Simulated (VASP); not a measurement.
The system is GaSb.

```
CELL_PARAMETERS angstrom
0.00000 3.05740 3.05740
3.05740 0.00000 3.05740
3.05740 3.05740 0.00000
ATOMIC_POSITIONS crystal
Ga 0.00000 0.00000 0.00000
Sb 0.25000 0.25000 0.25000
```

Program: VASP 6.6.1. Alike in all runs: potentials or basis VASP PAW PBE potentials, release 64 (Ga_d, Sb); no spin polarisation; cell as given; k mesh 10 × 10 × 10; cutoff (eV) 520; smearing gaussian 0.03 eV.

Order these runs on this cell by their band gap on the k mesh, lowest first.
A. level TB-mBJ
B. level r2SCAN
C. level PBE

C (0.05 eV), B (0.46 eV), A (0.87 eV).

Caveats: spin-orbit coupling is left out, which moves the levels of the heavy elements.

A k mesh can miss the band edges.
